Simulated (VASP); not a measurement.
Output of a VASP run:

File OSZICAR:
```
       N       E                     dE             d eps       ncg     rms          rms(c)
DAV:   1     0.250471592141E+03    0.25047E+03   -0.14657E+04  2448   0.190E+03
DAV:   2     0.421579074244E+01   -0.24626E+03   -0.23292E+03  2486   0.392E+02
DAV:   3    -0.300241435038E+02   -0.34240E+02   -0.32517E+02  3027   0.160E+02
DAV:   4    -0.316297253508E+02   -0.16056E+01   -0.15604E+01  2867   0.356E+01
DAV:   5    -0.316968576169E+02   -0.67132E-01   -0.61787E-01  3371   0.636E+00    0.199E+01
DAV:   6    -0.298197182326E+02    0.18771E+01   -0.68901E+01  3559   0.119E+02    0.311E+01
DAV:   7    -0.261537302377E+02    0.36660E+01   -0.46023E+01  3520   0.113E+02    0.999E+00
DAV:   8    -0.263704279734E+02   -0.21670E+00   -0.32874E+00  3024   0.191E+01    0.592E+00
DAV:   9    -0.263228063816E+02    0.47622E-01   -0.19920E+00  4010   0.249E+01    0.395E+00
DAV:  10    -0.263147111082E+02    0.80953E-02   -0.29894E-01  3210   0.874E+00    0.306E+00
DAV:  11    -0.263255268000E+02   -0.10816E-01   -0.28189E-02  3650   0.294E+00    0.332E+00
DAV:  12    -0.263058810668E+02    0.19646E-01   -0.39393E-02  3635   0.468E+00    0.269E+00
DAV:  13    -0.262709631948E+02    0.34918E-01   -0.19089E-01  3919   0.912E+00    0.733E-01
DAV:  14    -0.262742846544E+02   -0.33215E-02   -0.36075E-02  3431   0.240E+00    0.512E-01
DAV:  15    -0.262774484637E+02   -0.31638E-02   -0.23789E-02  3544   0.227E+00    0.204E-01
DAV:  16    -0.262773726235E+02    0.75840E-04   -0.18217E-03  3567   0.656E-01    0.131E-01
DAV:  17    -0.262773784232E+02   -0.57997E-05   -0.56261E-04  3589   0.426E-01    0.460E-02
DAV:  18    -0.262773708576E+02    0.75657E-05   -0.12780E-04  3352   0.174E-01    0.291E-02
DAV:  19    -0.262773779840E+02   -0.71264E-05   -0.49190E-05  3729   0.127E-01    0.880E-03
DAV:  20    -0.262773774749E+02    0.50907E-06   -0.41756E-06  2129   0.417E-02
   1 F= -.26277377E+02 E0= -.26276538E+02  d E =-.167860E-02  mag=     0.0000
```

File OUTCAR:
```
------------------------ aborting loop because EDIFF is reached ----------------------------------------
  FORCE on cell =-STRESS in cart. coord.  units (eV):
  Direction    XX          YY          ZZ          XY          YZ          ZX
  --------------------------------------------------------------------------------------
  Total       -2.9144736     -2.9144736     -2.9144736      0.1755487      0.1755487      0.1755487
  in kB     -113.8338411   -113.8338411   -113.8338411      6.8565996      6.8565996      6.8565996
  external PRESSURE =    -113.8338411 kB  Pullay stress =       0.0000000 kB
  volume of cell :       41.02
      direct lattice vectors                 reciprocal lattice vectors
     4.345200000  2.172600000  2.172600000     0.345208506 -0.115069502 -0.115069502
     2.172600000  4.345200000  2.172600000    -0.115069502  0.345208506 -0.115069502
     2.172600000  2.172600000  4.345200000    -0.115069502 -0.115069502  0.345208506
 POSITION                                       TOTAL-FORCE (eV/Angst)
 -----------------------------------------------------------------------------------
      0.00000      0.00000      0.00000         0.000000     -0.000000     -0.000000
      4.34520      4.34520      4.34520         0.000000     -0.000000     -0.000000
      2.17260      2.17260      2.17260        -0.000000      0.000000      0.000000
      6.51780      6.51780      6.51780         0.000000     -0.000000      0.000000
 -----------------------------------------------------------------------------------
    total drift:                                0.000000     -0.000000     -0.000000
  FREE ENERGIE OF THE ION-ELECTRON SYSTEM (eV)
  ---------------------------------------------------
  free  energy   TOTEN  =       -26.2773774749 eV

  energy  without entropy=      -26.2756988789  energy(sigma->0) =      -26.27653818

 total charge

# of ion       s       p       d       tot
------------------------------------------
    1        0.276   0.316   7.127   7.719
    2        0.276   0.316   7.127   7.719
    3        1.561   3.383   0.000   4.943
    4        1.561   3.383   0.000   4.943
--------------------------------------------------
tot          3.674   7.397  14.254  25.325

 magnetization (x)

# of ion       s       p       d       tot
------------------------------------------
    1       -0.000  -0.003   2.455   2.453
    2        0.000   0.003  -2.455  -2.453
    3        0.000   0.000   0.000   0.000
    4        0.000   0.000   0.000   0.000
--------------------------------------------------
tot          0.000   0.000   0.000   0.000
```
(Selected blocks of OUTCAR.)

File POSCAR:
```
CoO
1
    4.3452000000     2.1726000000     2.1726000000
    2.1726000000     4.3452000000     2.1726000000
    2.1726000000     2.1726000000     4.3452000000
Co O
2 2
Direct
  0.0000000000   0.0000000000   0.0000000000
  0.5000000000   0.5000000000   0.5000000000
  0.2500000000   0.2500000000   0.2500000000
  0.7500000000   0.7500000000   0.7500000000
```

**Question.** Reconstruct the remaining input files.

**Answer.** This is not unique; one that fits is the input of the run itself, PBE GGA, plane waves, VASP's PBE PAW potentials (set 64).

**INCAR**
```
# general
SYSTEM  = CoO
PREC    = Accurate
ENCUT   = 520
LREAL   = .False.
LASPH   = .True.

# electronic loop
EDIFF   = 1E-6
NELM    = 100
ALGO    = Normal
LMAXMIX = 4

# smearing
ISMEAR  = 0
SIGMA   = 0.05

# functional
GGA     = PE

# spin
ISPIN   = 2
MAGMOM  = 3.0 -3.0 0.0 0.0

# ions
ISIF    = 2

# output
LWAVE   = .False.
LCHARG  = .False.
LORBIT  = 10
```

### KPOINTS
```
Regular mesh
0
G
 6 6 6
0 0 0
```

POTCAR, in this order: Co O (PBE.64 set). Program: vasp_std.

The compound is CoO in the rock salt, AFM-II order structure. The cell was not relaxed at this level. The k-mesh is coarse (spacing up to 0.40 per Å, 2π included), so the numbers may not be converged in it.
